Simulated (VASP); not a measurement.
Given:

```
BaGaGeH
1.0
    4.32979     0.00000     0.00000
   -2.16489     3.74971     0.00000
    0.00000     0.00000     5.04750
Ba Ga Ge H
1 1 1 1
Direct
  0.33333   0.66667   0.00078
  0.00000   0.00000   0.54410
  0.66667   0.33333   0.44898
  0.00000   0.00000   0.88603
```

These are PBEsol GGA, VASP's PBE PAW potentials (set 64) (plane waves; VASP) values and carry that method's errors. Settings: 400 eV cut-off, 13×13×10 Γ-centred mesh, Gaussian smearing of 0.010 eV, potentials Ba_sv Ga_d Ge_d H.

Task: Predict the energy per atom (σ→0).

Result: 
```json
{
  "energy per atom (σ→0)": "-3.962 eV/atom"
}
```

Total energies compare only between runs with the same potentials, cut-off and functional.

The structure comes from a computed database's BaGaGeH entry (P3m1); how it stands against other phases isn't given here. It was relaxed first, which changed the volume by -6 %.
